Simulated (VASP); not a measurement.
Given:

```xyz
4
Lattice="2.1957 -3.7928 0.0000 2.1957 3.7928 0.0000 0.0000 0.0000 4.5051" Properties=species:S:1:pos:R:3 pbc="T T T"
Ga     2.1957     2.6150     4.1381
Ga     2.1957     1.1778     1.8855
Ga     2.1957    -1.1778     2.6196
Ga     2.1957    -2.6150     0.3670
```

These are revTPSS meta-GGA, VASP's PBE PAW potentials (set 64) (plane waves; VASP) values and carry that method's errors. Run with 520 eV cut-off, 9×9×8 Γ-centred mesh, tetrahedra with Blöchl corrections, potentials Ga_d.

The cores are frozen, which limits the accuracy of field gradients.

Task: Give the principal components of the electric field gradient (V/Å²) and the asymmetry η at each nucleus.

Result: 
```tsv
atom	Vxx	Vyy	Vzz	η
Ga1	20.8	20.8	-41.6	0.00
Ga2	20.8	20.8	-41.6	0.00
Ga3	20.8	20.8	-41.6	0.00
Ga4	20.8	20.8	-41.6	0.00
```

The compound is Ga in the alpha structure. It was relaxed first.
